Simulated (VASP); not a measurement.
# RbAg2 (P4/mmm) in VASP: single point with PBE

Aim: the single point of RbAg2 with PBE.

All numbers are computed with VASP 6.6.1; they aren't measurements. Logs are shortened: lines on timing, memory, paths and dates and some standing lists are left out, and cuts for length are marked.

## Step 1: The cell of the first run

Symmetry: P4/mmm, No. 123, tetragonal system. Conventional cell: a = 4.855 Å, b = 4.855 Å, c = 5.384 Å, α = 90.00°, β = 90.00°, γ = 90.00°. Around Rb (site symmetry 4/mmm) lie 8 Ag at 3.69 Å. Around Ag (site symmetry 4mm) lie 2 Ag at 2.68 to 2.70 Å.

The cell was built by a generator and needn't be a form met in nature.

## Step 2: Single point, PBE (random cell by space group and Wyckoff sites (P4/mmm, No. 123))

INCAR reads:

```
SYSTEM = RbAg2
  PREC = Accurate
  ENCUT = 520
  EDIFF = 1E-6
  ISMEAR = 0
  SIGMA = 0.1
  LREAL = .FALSE.
  LASPH = .TRUE.
  NELM = 100
  ALGO = Fast
  ISIF = 2
  LWAVE = .FALSE.
  LCHARG = .FALSE.
  GGA = PE
  NBANDS = 22
```

KPOINTS reads:

```
regular mesh
0
G
  10 10 10
  0 0 0
```

POSCAR reads:

```
RbAg2
1.0
    4.8551673320      0.0000000000      0.0000000000
    0.0000000000      4.8551673320      0.0000000000
    0.0000000000      0.0000000000      5.3844725239
Rb Ag
1 2
Direct
    0.5000000000      0.5000000000      0.0000000000
    0.0000000000      0.0000000000      0.7490125491
    0.0000000000      0.0000000000      0.2509874509
```

Potentials or basis: VASP PAW PBE potentials, release 64 (Rb_sv, Ag).

On the command line:

```sh
cat potpaw_PBE.64/Rb_sv/POTCAR potpaw_PBE.64/Ag/POTCAR > POTCAR
mpirun -np 1 vasp_std > vasp.out
```

OUTCAR:

```text
SYSTEM = RbAg2
   PREC = Accurate
   ENCUT = 520
   EDIFF = 1E-6
   ISMEAR = 0
   LREAL = .FALSE.
   LASPH = .TRUE.
   NELM = 100
   ISIF = 2
   GGA = PE

 ion  position               nearest neighbor table
   1  0.500  0.500  0.000-   2 3.69   3 3.69   2 3.69   3 3.69   2 3.69   3 3.69   2 3.69   3 3.69

   2  0.000  0.000  0.749-   3 2.68   3 2.70   1 3.69   1 3.69   1 3.69   1 3.69
   3  0.000  0.000  0.251-   2 2.68   2 2.70   1 3.69   1 3.69   1 3.69   1 3.69

  LATTYP: Found a simple tetragonal cell.
 ALAT       =     4.8551673320
 C/A-ratio  =     1.1090189391

  Lattice vectors:

 A1 = (   4.8551673320,   0.0000000000,   0.0000000000)
 A2 = (   0.0000000000,   4.8551673320,   0.0000000000)
 A3 = (   0.0000000000,   0.0000000000,   5.3844725239)

Analysis of symmetry for initial positions (statically):
=====================================================================
 Subroutine PRICEL returns:
 Original cell was already a primitive cell.

 Routine SETGRP: Setting up the symmetry group for a
 simple tetragonal supercell.

 Subroutine GETGRP returns: Found 16 space group operations
 (whereof 16 operations were pure point group operations)
 out of a pool of 16 trial point group operations.

The static configuration has the point symmetry D_4h.

Analysis of symmetry for dynamics (positions and initial velocities):
=====================================================================
 Subroutine PRICEL returns:
 Original cell was already a primitive cell.

 Routine SETGRP: Setting up the symmetry group for a
 simple tetragonal supercell.

 Subroutine GETGRP returns: Found 16 space group operations
 (whereof 16 operations were pure point group operations)
 out of a pool of 16 trial point group operations.

The dynamic configuration has the point symmetry D_4h.

 Subroutine INISYM returns: Found 16 space group operations
 (whereof 16 operations are pure point group operations),
 and found     1 'primitive' translations

----------------------------------------------------------------------------------------

                                     Primitive cell

  volume of cell :     126.9263

  direct lattice vectors                    reciprocal lattice vectors
     4.855167332  0.000000000  0.000000000     0.205966125  0.000000000  0.000000000
     0.000000000  4.855167332  0.000000000     0.000000000  0.205966125  0.000000000
     0.000000000  0.000000000  5.384472524     0.000000000  0.000000000  0.185719213

  length of vectors
     4.855167332  4.855167332  5.384472524     0.205966125  0.205966125  0.185719213

  position of ions in fractional coordinates (direct lattice)
     0.500000000  0.500000000  0.000000000
     0.000000000  0.000000000  0.749012549
     0.000000000  0.000000000  0.250987451

  ion indices of the primitive-cell ions
   primitive index   ion index
                 1           1
                 2           2
                 3           3

----------------------------------------------------------------------------------------

 KPOINTS: regular mesh

Automatic generation of k-mesh.
 Grid dimensions read from file:
 generate k-points for:   10   10   10

 Generating k-lattice:

  Cartesian coordinates                     Fractional coordinates (reciprocal lattice)
     0.020596612  0.000000000  0.000000000     0.100000000  0.000000000  0.000000000
     0.000000000  0.020596612  0.000000000     0.000000000  0.100000000  0.000000000
     0.000000000  0.000000000  0.018571921     0.000000000  0.000000000  0.100000000

  Length of vectors
     0.020596612  0.020596612  0.018571921

  Shift w.r.t. Gamma in fractional coordinates (k-lattice)
     0.000000000  0.000000000  0.000000000

 Subroutine IBZKPT returns following result:
 ===========================================

 Found    126 irreducible k-points:

 Following reciprocal coordinates:
            Coordinates               Weight
  0.000000  0.000000  0.000000      1.000000
  0.100000  0.000000  0.000000      4.000000
  0.200000  0.000000  0.000000      4.000000
  0.300000  0.000000  0.000000      4.000000
  0.400000  0.000000  0.000000      4.000000
  0.500000  0.000000  0.000000      2.000000
[... 16 lines left out ...]
  0.100000  0.000000  0.100000      8.000000
  0.200000  0.000000  0.100000      8.000000
 [... further k-points ...]
   k-points           NKPTS =    126   k-points in BZ     NKDIM =    126   number of bands    NBANDS=     22
   number of dos      NEDOS =    301   number of ions     NIONS =      3
   total plane-waves  NPLWV =  51840
   dimension x,y,z NGX =    36 NGY =   36 NGZ =   40
   dimension x,y,z NGXF=    72 NGYF=   72 NGZF=   80
   ions per type =               1   2
   NGX,Y,Z   is equivalent  to a cutoff of  12.33, 12.33, 12.35 a.u.
   NGXF,Y,Z  is equivalent  to a cutoff of  24.65, 24.65, 24.70 a.u.
 SYSTEM =  RbAg2
   PREC   = accura    normal or accurate (medium, high low for compatibility)
   ISTART =      0    job   : 0-new  1-cont  2-samecut
   ICHARG =      2    charge: 1-file 2-atom 10-const
   ISPIN  =      1    spin polarized calculation?
   LNONCOLLINEAR =      F non collinear calculations
   LSORBIT =      F    spin-orbit coupling
   LASPH  =      T    aspherical Exc in radial PAW
   ENCUT  =  520.0 eV  38.22 Ry    6.18 a.u.   9.03  9.03 10.01*2*pi/ulx,y,z
   NELM   =    100;   NELMIN=  2; NELMDL= -5     # of ELM steps
   EDIFF  = 0.1E-05   stopping-criterion for ELM
   LREAL  =      F    real-space projection
   EDIFFG = 0.1E-04   stopping-criterion for IOM
   NSW    =      0    number of steps for IOM
   IBRION =     -1    ionic relax: 0-MD 1-quasi-New 2-CG
   NFREE  =      0    steps in history (QN), initial steepest desc. (CG)
   ISIF   =      2    stress and relaxation
   ISYM   =      2    0-nonsym 1-usesym 2-fastsym
   POTIM  = 0.5000    time-step for ionic-motion
   TEBEG  =    0.0;   TEEND  =   0.0 temperature during run
   PSTRESS=    0.0 pullay stress
   NELECT =      31.0000    total number of electrons
   NUPDOWN=      -1.0000    fix difference up-down
   EMIN   =  10.00;   EMAX   =-10.00  energy-range for DOS
   EFERMI =   0.00;   METHOD = LEGACY
   ISMEAR =     0;   SIGMA  =   0.10  broadening in eV -4-tet -1-fermi 0-gaus
   EFERMI_NEDOS =   21; number of points for ismear=-14 and -15
   IALGO  =     68    algorithm
   IMIX   =      4    mixing-type and parameters
     AMIX     =   0.40;   BMIX     =  1.00
     AMIX_MAG =   1.60;   BMIX_MAG =  1.00
  volume/ion in A,a.u.               =      42.31       285.51
  Fermi-wavevector in a.u.,A,eV,Ry     =   1.023320  1.933795 14.247806  1.047184
  Thomas-Fermi vector in A             =   2.157047
   LORBIT       =      0    0 simple, 1 ext, 2 COOP (PROOUT), +10 PAW based schemes
   GGA     = PE    functional components
   LHFCALC =     F    Hartree Fock is set to
   AEXX    =    0.0000 exact exchange contribution
   IVDW    =     0    specifies the selected vdW correction
   LEPSILON=     F    determine dielectric tensor
   LRPA    =     F    only Hartree local field effects (RPA)
 non-spin polarized calculation
 RMM-DIIS sequential band-by-band and
 Gauss-broadening in eV      SIGMA  =   0.10
  energy-cutoff  :      520.00
  volume of cell :      126.93
 maximum number of plane-waves:      3460
   NGX = 19   NGY = 19   NGZ = 21

 number of electron      30.9999980 magnetization

 Free energy of the ion-electron system (eV)
  ---------------------------------------------------
  ext. energy  EPLUGINS =         0.00000000
  ---------------------------------------------------
  free energy    TOTEN  =        -5.67557642 eV

  energy without entropy =       -5.67150696  energy(sigma->0) =       -5.67354169

 E-fermi :   1.4488     XC(G=0):  -7.2991

 val. band max:        1.4327518304   @ k =   0.4000   0.3000   0.3000
 cond. band min:       1.4566339548   @ k =   0.5000   0.0000   0.2000
 fundamental gap:      0.0238821245
 Fermi energy:         1.4488386137

 k-point     1 :       0.0000    0.0000    0.0000
  band No.  band energies     occupation
      1     -26.4030      2.00000
      2     -10.5369      2.00000
      3     -10.4658      2.00000
      4     -10.4658      2.00000
      5      -4.0434      2.00000
      6      -3.1571      2.00000
[... 14 lines left out ...]
     21       5.9987      0.00000
     22       6.8954      0.00000

 k-point     2 :       0.1000    0.0000    0.0000
  band No.  band energies     occupation
      1     -26.4028      2.00000
      2     -10.5359      2.00000
      3     -10.4751      2.00000
      4     -10.4653      2.00000
      5      -4.0412      2.00000
      6      -3.1644      2.00000
[... 14 lines left out ...]
     21       6.3934      0.00000
     22       6.8570      0.00000

 k-point     3 :       0.2000    0.0000    0.0000
  band No.  band energies     occupation
      1     -26.4022      2.00000
      2     -10.5331      2.00000
      3     -10.4992      2.00000
      4     -10.4640      2.00000
      5      -4.0358      2.00000
      6      -3.1830      2.00000
[... 14 lines left out ...]
     21       6.7380      0.00000
     22       6.9238      0.00000

 k-point     4 :       0.3000    0.0000    0.0000
  band No.  band energies     occupation
      1     -26.4014      2.00000
      2     -10.5296      2.00000
      3     -10.5287      2.00000
      4     -10.4624      2.00000
      5      -4.0297      2.00000
      6      -3.2051      2.00000
[... 14 lines left out ...]
     21       6.6082      0.00000
     22       7.1739      0.00000

 k-point     5 :       0.4000    0.0000    0.0000
  band No.  band energies     occupation
      1     -26.4008      2.00000
      2     -10.5522      2.00000
      3     -10.5268      2.00000
      4     -10.4611      2.00000
      5      -4.0251      2.00000
      6      -3.2224      2.00000
[... 417 lines left out ...]
 k-point    22 :       0.0000    0.0000    0.1000
  band No.  band energies     occupation
      1     -26.4030      2.00000
      2     -10.5395      2.00000
      3     -10.4656      2.00000
      4     -10.4656      2.00000
      5      -3.9756      2.00000
      6      -3.1265      2.00000
[... 14 lines left out ...]
     21       6.2510      0.00000
     22       6.8577      0.00000

 k-point    23 :       0.1000    0.0000    0.1000
  band No.  band energies     occupation
      1     -26.4027      2.00000
      2     -10.5384      2.00000
      3     -10.4749      2.00000
      4     -10.4651      2.00000
      5      -3.9736      2.00000
      6      -3.1339      2.00000
[... 14 lines left out ...]
     21       6.5193      0.00000
     22       6.8255      0.00000

 k-point    24 :       0.2000    0.0000    0.1000
  band No.  band energies     occupation
      1     -26.4021      2.00000
      2     -10.5355      2.00000
      3     -10.4989      2.00000
      4     -10.4638      2.00000
      5      -3.9686      2.00000
      6      -3.1527      2.00000
[... 14 lines left out ...]
     21       6.5861      0.00000
     22       7.0222      0.00000

 [... further k-points ...]
[... 5 lines left out ...]
  --------------------------------------------------------------------------------------
  -------------------------------------------------------------------------------------
  Total       -0.0049202     -0.0049202     -0.0299893      0.0000000      0.0000000     -0.0000000
  in kB       -0.0621067     -0.0621067     -0.3785519      0.0000000      0.0000000     -0.0000000
  external PRESSURE =      -0.1675884 kB  Pullay stress =       0.0000000 kB

 VOLUME and BASIS-vectors are now :
 -----------------------------------------------------------------------------
  energy-cutoff  :      520.00
  volume of cell :      126.93
      direct lattice vectors                 reciprocal lattice vectors
     4.855167332  0.000000000  0.000000000     0.205966125  0.000000000  0.000000000
     0.000000000  4.855167332  0.000000000     0.000000000  0.205966125  0.000000000
     0.000000000  0.000000000  5.384472524     0.000000000  0.000000000  0.185719213

 POSITION                                       TOTAL-FORCE (eV/Angst)
 -----------------------------------------------------------------------------------
      2.42758      2.42758      0.00000         0.000000      0.000000      0.000000
      0.00000      0.00000      4.03304        -0.000000      0.000000     -0.009741
      0.00000      0.00000      1.35144         0.000000     -0.000000      0.009741
 -----------------------------------------------------------------------------------
    total drift:                                0.000000      0.000000     -0.000000

  FREE ENERGIE OF THE ION-ELECTRON SYSTEM (eV)
  ---------------------------------------------------
  free  energy   TOTEN  =        -5.6755764199 eV

  energy  without entropy=       -5.6715069563  energy(sigma->0) =       -5.67354169
```

Run time: 4.8 min. Hardware: 1 thread of Intel Xeon Platinum 8488C (Sapphire Rapids), shared host; peak memory 0.45 GiB.

Results:

```yaml
Free_energy: -5.6756 eV
Pressure: 0.0 GPa
Largest_force: 0.010 eV/Å
Band_gap_on_the_k_mesh: none (metal or under the smearing width)
```

Forces on the atoms (eV/Å):
```
Rb   0.000  0.000  0.000
Ag   0.000  0.000 -0.010
Ag   0.000  0.000  0.010
```
